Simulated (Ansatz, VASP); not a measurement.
**TePtS (1T-PtSTe monolayer) in two plane-wave programs**

Aim: how closely do two programs agree when they are given the same cell, functional and k mesh? The structure shown is the start of the Ansatz relaxation below; VASP solves that cell, so the two are compared at the walk's first step.

Program: Ansatz 0.2.0. Level of theory: plane waves, with VASP 6.6.1 beside it; single point at PBEsol with D3(BJ). Results are calculated unless marked as measured.

### Step 1. The structure

The cell holds 3 atoms: 1 Te, 1 Pt and 1 S. Cell: a = 3.795 Å, b = 3.795 Å, c = 28.477 Å, α = 90.0°, β = 90.0°, γ = 120.0°. Vacuum lies along c. The height across the vacuum is the one that the program set for its solve, not the one typed.

### Step 2. Ansatz: relaxation, PBEsol with D3(BJ)

Ansatz runs on its default PAW (the set named soft_2) files.

The two programs are compared at the cell with which this relaxation starts, whose forces are those of its first step.

File input.yaml:

```yaml
crystal:
  lattice:
    - [3.795, 0.0, 0.0]
    - [-1.8975, 3.2865664074, 0.0]
    - [0.0, 0.0, 20.3382765599]
  atoms:
    - { symbol: Te, position: [0.6666666667, 0.3333333333, 0.4425153711] }
    - { symbol: Pt, position: [0.0, 0.0, 0.5135070977] }
    - { symbol: S, position: [0.3333333333, 0.6666666667, 0.5574846289] }
  periodic: [true, true, false]
kpoints:
  mp_grid: { grid: [12, 12, 1] }
hamiltonian:
  xc: pbesol
  dispersion: d3bj
scf:
  occupations: { method: fermi_dirac, width: 0.05 }
  convergence: { dr2_threshold: 1.0e-09 }
relax:
  f_tol: 0.004
  max_steps: 90
  cell: {}
output:
  write_potential: true
  write_density: true
  volumetric_format: npy
```

Run with:

```console
$ ansatz run input.yaml --threads 2 --pin off --max-ram 3072MiB --backend cpu --events-out ev --progress --plain --runs-dir out
```

Numbers of over 12 decimals in the logs are rounded to 6 here.

The program printed:

```text
Warning: crystal.periodic: the lattice vector that does not repeat stood 0.000° off the slab's normal, 20.338 Å along it as the deck builds it. The run solves the slab on a vector along the normal, 28.477 Å long, with every atom where it was (on the deck's vector they left 18.00 Å outside them, and the widest stretch free of ions among them is 1.44 Å). A fractional position that the run reports is one of the run's ce [...]
Warning: relax.cell: scf.convergence.dr2_threshold = 1e-9 eV is looser than the 1.97066250431e-10 eV advised for a relaxation that steers and ends on the stress (1e-10 eV for each atom of the cell: 3, times the square of relax.cell.stress_2d_tol = 0.05 N/m over 12.3 Å (the atoms' height at the walk's start and 5 Å past either face), 4.052e-2 GPa, over a crystal's default 0.05). What an SCF threshold leaves in a stress goes as its square root, and in the free energy as the threshold itself, and one threshold admits the most on a small cell: [figures from the program's tests cut] Set scf.convergence.dr2_threshold to 1.97066250431e-10 eV or tighter. [rest of the remark cut]
crystal.periodic: the lattice vector that does not repeat stood 0.000° off the slab's normal, 20.338 Å along it as the deck builds it. The run solves the slab on a vector along the normal, 28.477 Å long, with every atom where it was (on the deck's vector they left 18.00 Å outside them, and the widest stretch free of ions among them is 1.44 Å). A fractional position that the run reports is one of the run's cell, which [...]
Engine: ansatz 0.2.0, aarch64-unknown-linux-gnu
Pseudopotentials: kind: paw
Pseudopotential: Te, paw, valence charge 16, recommended cutoff 420 eV (normal), Te.paw.azcp
Pseudopotential: Pt, paw, valence charge 18, recommended cutoff 420 eV (normal), Pt.paw.azcp
Pseudopotential: S, paw, valence charge 6, recommended cutoff 420 eV (normal), S.paw.azcp
Functional definition: PBEsol
  exchange = pbesol_x
  correlation = pbesol_c
Crystal: 3 atoms, lattice volume = 355.174 Å³
Basis set: ecut = 420 eV, 6923 PW (Γ), exchange–correlation on 54×54×384 points (8 copies of the dense FFT grid, shifted against one another)
Bands: 24, of which v1, the nominal top of the filled ones, is band 20 counted from 1 (19 counted from 0)
Symmetry: 6 space group operations
Space group: P3m1 (ITA 156), of the structure as read, at distance tolerance 7.1e-5 Å
k-points: 19 of 144 (time reversal used)
[...]
SCF iter   5: F=—  HF=-20171.769345 eV  |F-HF|=—  |Δ(HF+E_count)|=   1.48e-5  Δρ=3.94e-5  dr2=4.36e-6  ethr=1.39e-7  ⟨swp⟩=3.1  Hψ=973  notcnv=0
SCF iter   6: F=—  HF=-20171.769334 eV  |F-HF|=—  |Δ(HF+E_count)|=   1.16e-5  Δρ=1.85e-5  dr2=5.38e-7  ethr=1.09e-8  ⟨swp⟩=3.7  Hψ=1027  notcnv=0
SCF iter   7: F=—  HF=-20171.769447 eV  |F-HF|=—  |Δ(HF+E_count)|=   1.14e-4  Δρ=7.38e-6  dr2=3.08e-7  ethr=1.35e-9  ⟨swp⟩=3.3  Hψ=1002  notcnv=0
SCF iter   8: F=—  HF=-20171.769447 eV  |F-HF|=—  |Δ(HF+E_count)|=   5.03e-8  Δρ=3.34e-6  dr2=1.32e-8  ethr=7.70e-10  ⟨swp⟩=2.7  Hψ=719  notcnv=0
SCF iter   9: F=-20171.769447 eV  HF=-20171.769447 eV  |F-HF|=4.73e-11  |Δ(HF+E_count)|=  3.02e-10  Δρ=5.87e-7  dr2=9.23e-10  ethr=2.50e-12  ⟨swp⟩=11.2  Hψ=4298  notcnv=0
SCF 4 converged in 9 iterations: F = -20171.769447 eV  dr2 = 9.23e-10
relax step   4: F+E_penalty+E_count = -20171.76944736 eV  Δ(F+E_penalty+E_count) = -5.104e-3 eV  max|allowed force component| = 2.103e-2 eV/Å  Δτ_max = 0.0214 Å  P = -0.032 N/m  Ω = 341.858 Å³  energy of the carried Pulay correction = +5.933e-4 eV  fix = [c, alpha, beta]  reactions: c -0.000 N/m  (9 SCF iters, accepted)
[...]
relax step   5: F+E_penalty+E_count = -20171.76954844 eV  Δ(F+E_penalty+E_count) = -1.011e-4 eV  max|allowed force component| = 1.863e-3 eV/Å  Δτ_max = 0.0036 Å  P = -0.001 N/m  Ω = 341.242 Å³  energy of the carried Pulay correction = +6.213e-4 eV  fix = [c, alpha, beta]  reactions: c -0.000 N/m  (10 SCF iters, accepted)
[...]
relax step   6: F+E_penalty+E_count = -20171.76898223 eV  Δ(F+E_penalty+E_count) = +5.662e-4 eV  max|allowed force component| = 1.775e-3 eV/Å  Δτ_max = 0.0000 Å  P = -0.002 N/m  Ω = 341.242 Å³  fix = [c, alpha, beta]  reactions: c -0.000 N/m  stress off target by 2.44e-3 N/m on what of the cell is left free  SCF on the basis re-selected at this cell (its energy is not comparable with the rows above)  (6 SCF iters)
basis re-selected at this cell: Δ(F+E_penalty+E_count) = +5.662e-4 eV, ΔP = -0.001 N/m vs the last step (what re-selecting the basis moved, of the pressure what is left beyond the Pulay correction that the steps carried, after the strain that the cell walked since its last selection, with what the two solves' SCF thresholds leave and, on support functions, any second-order correction that the steps lacked; it is no measure of the basis error at this ecutwfc). The dense FFT grid was sized anew with the basis: this SCF ran on 25×25×192 points, the steps before it on 27×27×192, so part of this shift can come from that change (see relax.cell in the input reference). [rest of the remark cut]
SCF converged after 6 iterations
Free energy (F): -20171.768982 eV
Harris-Foulkes:  -20171.768982 eV  (|F-HF|=4.37e-11)
Internal energy: -20171.768947 eV  (E = F + TS)
E sigma→0 (E₀):  -20171.768965 eV
Entropy (-TS):   -0.000035 eV (-0.012 meV/atom)
Fermi energy:    -5.046054 eV
--- Per-component energies (eV) ---
  E_band       = -1209.716341
  E_kinetic    = 926.237396
  E_local      = -74509.112536  (includes V_loc(G=0)·N_el)
  E_nonlocal   = -77.097777
  E_hartree    = 36810.669290
  E_xc         = -480.039686
  E_vxc        = -494.192257  (∫ρ·V_xc dr)
  E_paw        = -14485.430126  (= ΣΔE_a)
  E_vpaw       = -676.890271  (= ΣTr[D̂ρ^β])
  E_aug_tail   = -0.000003  (compensation charges beyond the density's cutoff)
  E_ewald      = 31643.031879
  E_disp       = -0.751130  (pairwise vdW)
  E_core_change = 0.723746  (= ΣΔE_core)
  E_smearing   = -0.000035  (= −TS)
  E_closure    = -0.000000  (closes the sum)
  Σ components = -20171.768982   (vs F -20171.768982, Δ=0.00e0)
--- Forces (eV/Å), atoms counted from 1 ---
  atom   1  Te    -0.00000000     0.00000000    -0.00066719
  atom   2  Pt     0.00000000    -0.00000000     0.00177252
  atom   3  S     -0.00000000     0.00000000    -0.00111259
  max |Σ_I F_I| component: 7.26e-6 eV/Å
--- 2D stress c σ (N/m, compression-positive) ---
       -0.002435      -0.000000       0.000000
       -0.000000      -0.002435       0.000000
        0.000000       0.000000      -0.000000
  P = ½ c Tr σ = -0.0024 N/m
--- Band table (eV; the first three rows and the last of 19) ---
  k-point 0: bands = [... 16 lower, -7.3772, -6.0306, -5.5137, -5.5137, -2.4720, -2.4720, -1.5675, -0.5655]
  k-point 1: bands = [... 16 lower, -7.4461, -6.1287, -5.5406, -5.5309, -3.0555, -2.6219, -1.3706, -0.3360]
  k-point 2: bands = [... 16 lower, -7.7346, -6.2731, -5.6554, -5.5348, -3.9998, -2.8890, -0.9507, 0.0439]
  k-point 18: bands = [... 16 lower, -8.7522, -7.7601, -6.9978, -6.5540, -4.6823, -3.3312, -0.3764, 1.4728]
  the weakly bound empty levels are not read free of the cell's end (no_gap_told)
--- Relaxed structure (5 steps of the walk, 5 accepted, 1 SCFs on fresh bases) ---
  F+E_penalty+E_count = -20171.76898223 eV   max|allowed force component| = 1.775e-3 eV/Å   (the final SCF, on the basis selected at the relaxed cell)
  cell:  # Å, volume = 341.2420 Å³
    - [3.719822, -5.564258832901073e-18, 0]
    - [-1.859911, 3.221461, 0]
    - [0, 0, 28.476553]
  atoms:
    - { symbol: Te, position: [0.666667, 0.333333, 0.312347] }
    - { symbol: Pt, position: [0, 0, 0.363467] }
    - { symbol: S, position: [0.333333, 0.666667, 0.405150] }
```

### Step 3. VASP: single point, PBEsol with D3(BJ), start cell

The same cell, functional, mesh and smearing now go to VASP, with its own data sets.

Lines of VASP's logs that name or quote its potential files are left out, and so is its time.

File INCAR:

```
SYSTEM = TePtS
PREC = Accurate
ENCUT = 400
EDIFF = 1E-06
NELM = 120
ISMEAR = -1
SIGMA = 0.05
LREAL = .FALSE.
ALGO = Normal
GGA = PS
IVDW = 12
NBANDS = 17
LASPH = .TRUE.
LORBIT = 11
LWAVE = .FALSE.
LCHARG = .FALSE.
ISIF = 2
LDIPOL = .TRUE.
IDIPOL = 3
DIPOL = 0.5 0.5 0.36
LVHAR = .TRUE.
GGA_COMPAT = .FALSE.
EFERMI = MIDGAP
NELMDL = -8
```

File POSCAR:

```
TePtS
1.0
    3.7950000000      0.0000000000      0.0000000000
   -1.8975000000      3.2865660000      0.0000000000
    0.0000000000      0.0000000000     28.4765530000
Te Pt S
1 1 1
Direct
    0.6666666667      0.3333333333      0.3160494882
    0.0000000000      1.0000000000      0.3667525701
    0.3333333334      0.6666666666      0.3981618492
```

File KPOINTS:

```
Automatic mesh
0
Gamma
12 12 1
0 0 0
```

PAW data sets: Te, Pt and S (PBE family, release 64).

Run with:

```console
$ mpirun -np 1 vasp_std
```

The program printed:

```text
[banner, memory and clock lines left out]
running    1 mpi-ranks, on    1 nodes
 distrk:  each k-point on    1 cores,    1 groups
 distr:  one band on    1 cores,    1 groups

 POSCAR found type information on POSCAR TePtS
 POSCAR found :  3 types and       3 ions
|                                                                             |
|               ----> ADVICE to this user running VASP <----                  |
|                                                                             |
|     You enforced a specific xc type in the INCAR file but a different       |
|     [... a line on the potential file left out ...]
|     I HOPE YOU KNOW WHAT YOU ARE DOING!                                     |
|                                                                             |

 LDA part: xc-table for (Slater+PW92), standard interpolation
 POSCAR, INCAR and KPOINTS ok, starting setup
 FFT: planning ... GRIDC
 FFT: planning ... GRID_SOFT
 FFT: planning ... GRID
 WAVECAR not read
 entering main loop
       N       E                     dE             d eps       ncg     rms          rms(c)
DAV:   1     0.159832974346E+03    0.15983E+03   -0.59603E+03   646   0.734E+02
DAV:   2     0.175949416238E+01   -0.15807E+03   -0.15039E+03  1065   0.149E+02
DAV:   3    -0.161262508381E+02   -0.17886E+02   -0.17794E+02   831   0.643E+01
DAV:   4    -0.164444184051E+02   -0.31817E+00   -0.31774E+00   942   0.104E+01
DAV:   5    -0.164505416520E+02   -0.61232E-02   -0.61222E-02   984   0.139E+00
DAV:   6    -0.164506842496E+02   -0.14260E-03   -0.14260E-03   951   0.159E-01
DAV:   7    -0.164506878645E+02   -0.36149E-05   -0.36147E-05  1015   0.197E-02
DAV:   8    -0.164506878887E+02   -0.24258E-07   -0.23993E-07   736   0.202E-03    0.167E+01
DAV:   9    -0.155407767267E+02    0.90991E+00   -0.54740E+00   885   0.206E+01    0.107E+01
DAV:  10    -0.154707975869E+02    0.69979E-01   -0.15992E+00   819   0.119E+01    0.373E+00
DAV:  11    -0.153778122234E+02    0.92985E-01   -0.27943E-01   870   0.502E+00    0.848E-01
DAV:  12    -0.153753844009E+02    0.24278E-02   -0.43446E-02   890   0.125E+00    0.260E-01
DAV:  13    -0.153755957577E+02   -0.21136E-03   -0.33696E-03   785   0.360E-01    0.232E-01
DAV:  14    -0.153757079508E+02   -0.11219E-03   -0.46124E-04   882   0.128E-01    0.137E-01
[...]
DAV:  19    -0.153759749471E+02   -0.15566E-04   -0.11857E-06   712   0.566E-03    0.224E-03
DAV:  20    -0.153760027908E+02   -0.27844E-04   -0.35299E-06   652   0.567E-03    0.234E-03
DAV:  21    -0.153760150160E+02   -0.12225E-04   -0.98584E-07   658   0.311E-03    0.961E-04
DAV:  22    -0.153760209555E+02   -0.59394E-05   -0.18097E-07   643   0.139E-03    0.735E-04
DAV:  23    -0.153760262926E+02   -0.53371E-05   -0.20527E-07   620   0.110E-03    0.527E-04
DAV:  24    -0.153760281419E+02   -0.18493E-05   -0.46239E-08   697   0.583E-04    0.257E-04
DAV:  25    -0.153760300598E+02   -0.19179E-05   -0.42977E-08   653   0.457E-04    0.102E-04
DAV:  26    -0.153760304089E+02   -0.34909E-06   -0.35734E-09   736   0.197E-04
   1 F= -.16107575E+02 E0= -.16106109E+02  d E =-.293207E-02
```

OUTCAR, selected parts (step 3):

```text
ion  position               nearest neighbor table
   1  0.667  0.333  0.316-   2 2.62   2 2.62   2 2.62   3 3.20   3 3.20   3 3.20
   2  0.000  0.000  0.367-   3 2.37   3 2.37   3 2.37   1 2.62   1 2.62   1 2.62
   3  0.333  0.667  0.398-   2 2.37   2 2.37   2 2.37   1 3.20   1 3.20   1 3.20

  LATTYP: Found a hexagonal cell.
 ALAT       =     3.7950000000
 C/A-ratio  =     7.5037030303

 Subroutine GETGRP returns: Found  6 space group operations
 (whereof  6 operations were pure point group operations)

The static configuration has the point symmetry C_3v.

 Found     19 irreducible k-points:

   k-points           NKPTS =     19   k-points in BZ     NKDIM =     19   number of bands    NBANDS=     17

   dimension x,y,z NGX =    28 NGY =   28 NGZ =  192
   dimension x,y,z NGXF=    56 NGYF=   56 NGZF=  384

   ENCUT  =  400.0 eV  29.40 Ry    5.42 a.u.   6.19  6.19 46.44*2*pi/ulx,y,z

   NELECT =      22.0000    total number of electrons

 k-points in reciprocal lattice and weights: Automatic mesh
   0.00000000  0.00000000  0.00000000       0.007
   0.08333333  0.00000000  0.00000000       0.042
   0.16666667  0.00000000  0.00000000       0.042
   0.25000000  0.00000000  0.00000000       0.042
   0.33333333  0.00000000  0.00000000       0.042
   0.41666667 -0.00000000  0.00000000       0.042
   0.50000000  0.00000000  0.00000000       0.021
   0.08333333  0.08333333  0.00000000       0.042
   0.16666667  0.08333333  0.00000000       0.083
[...]
0.33333333  0.25000000  0.00000000       0.083
   0.33333333  0.33333333  0.00000000       0.014

 dipolmoment           0.000000      0.000000      0.102617 electrons x Angstroem

 average (electrostatic) potential at core
       1 -97.5105       2 -77.4419       3 -94.7343

 E-fermi :  -2.6304

 k-point     1 :       0.0000    0.0000    0.0000
  band No.  band energies     occupation
    ...
      7      -6.6173      2.00000
      8      -5.0456      2.00000
      9      -3.3970      2.00000
     10      -3.2833      2.00000
     11      -3.2833      2.00000
     12      -0.1889      0.00000
     13      -0.1889      0.00000
     14       0.5803      0.00000
     15       1.5894      0.00000
     16       2.0378      0.00000
    ...

 k-point     2 :       0.0833    0.0000    0.0000
  band No.  band energies     occupation
    ...
      7      -6.6690      2.00000
      8      -5.0824      2.00000
      9      -3.8056      2.00000
     10      -3.3347      2.00000
     11      -3.0771      1.99974
     12      -0.7161      0.00000
     13      -0.3372      0.00000
     14       0.8173      0.00000
     15       1.7524      0.00000
     16       2.2013      0.00000
    ...

 k-point     3 :       0.1667    0.0000    0.0000
  band No.  band energies     occupation
    ...
      7      -6.7896      2.00000
      8      -5.3689      2.00000
      9      -4.1795      2.00000
     10      -3.5532      2.00000
     11      -2.9177      1.99363
     12      -1.6297      0.00000
     13      -0.5798      0.00000
     14       1.2481      0.00000
     15       2.0591      0.00000
     16       2.3057      0.00000
    ...

 Edisp (eV)   -0.73154

  Total       1.34208     1.34208     2.04614     0.00000    -0.00000     0.00000
  in kB       6.05409     6.05409     9.23003     0.00000    -0.00000     0.00000
  external pressure =        7.11 kB  Pullay stress =        0.00 kB

  energy-cutoff  :      400.00
  volume of cell :      355.17
      direct lattice vectors                 reciprocal lattice vectors
     3.795000000  0.000000000  0.000000000     0.263504611  0.152134477  0.000000000
    -1.897500000  3.286566000  0.000000000     0.000000000  0.304268954  0.000000000
     0.000000000  0.000000000 28.476553000     0.000000000  0.000000000  0.035116610

 POSITION                                       TOTAL-FORCE (eV/Angst)
 -----------------------------------------------------------------------------------
      1.89750      1.09552      9.00000         0.000000      0.000000     -0.051793
      0.00000      0.00000     10.44385         0.000000      0.000000     -2.172628
      0.00000      2.19104     11.33828        -0.000000     -0.000000      2.224422
 -----------------------------------------------------------------------------------
    total drift:                               -0.000000      0.000002      0.000170

  FREE ENERGIE OF THE ION-ELECTRON SYSTEM (eV)
  ---------------------------------------------------
  free  energy   TOTEN  =       -16.1075749909 eV

  energy  without entropy=      -16.1046429254  energy(sigma->0) =      -16.10610896

 vacuum level on the upper side and lower side of the slab         3.034         1.546

 total charge
# of ion       s       p       d       tot
------------------------------------------
    1        1.396   1.922   0.066   3.383
    2        0.697   0.777   8.079   9.552
    3        1.344   2.273   0.000   3.617
--------------------------------------------------
tot          3.437   4.971   8.145  16.553

[... 3 further parts left out ...]
```

### Step 4. Side by side

Known differences besides the potentials themselves: Ansatz cuts the interaction across the vacuum, VASP repeats the sheet with a dipole correction; the data sets hold 40 valence electrons in Ansatz (on its default PAW (the set named soft_2) files) and 22 in VASP; the cutoff is 420 eV in Ansatz and 400 eV in VASP; Ansatz makes its cores anew for this functional, VASP keeps those of its PBE data sets. Total energies have different zeros and are not compared.

Forces (eV/Å; atoms numbered as in POSCAR):

```csv
atom,"Ansatz x, y, z","VASP x, y, z"
Te1,"0.000, 0.000, -0.066","0.000, 0.000, -0.052"
Pt2,"0.000, 0.000, -2.164","0.000, 0.000, -2.173"
S3,"0.000, 0.000, 2.230","0.000, 0.000, 2.224"
```

The forces differ by 5.9 meV/Å r.m.s., which is 0.6 % of the r.m.s. force of 1.037 eV/Å (both taken over all components). With vacuum in the cell, a pressure given here is an average over mostly empty space and none of the material.

### Step 5. What came out

```yaml
r_m_s_force_difference_single_point_pbesol_with_d3_bj_start_cell: 0.57 % of the r.m.s. force
```

In words: The r.m.s. force difference is 0.57 % of the r.m.s. force (single point, PBEsol with D3(BJ), start cell), within the 3 % picked in this series as the mark of a large difference. The data sets hold unlike numbers of valence electrons (40 in Ansatz and 22 in VASP), so part of the differences comes from the potentials. 1 further run of this series is not shown here. Such differences can come from data sets, numerical settings and the points named under the comparisons, not from the functional's error against experiment.

[Lines on the potential files, build, host, timing and source positions are cut from VASP's logs without a mark.]

[Logs are printed without paths, hosts, clocks, repeated set-up lines and the standing remarks that a program may print on its own settings, such as how far it seeks lower states.]

[Hosts, paths, dates, database ids (printed as entryN), source tags and the programs' standing remarks are cut or masked in the printed files.]
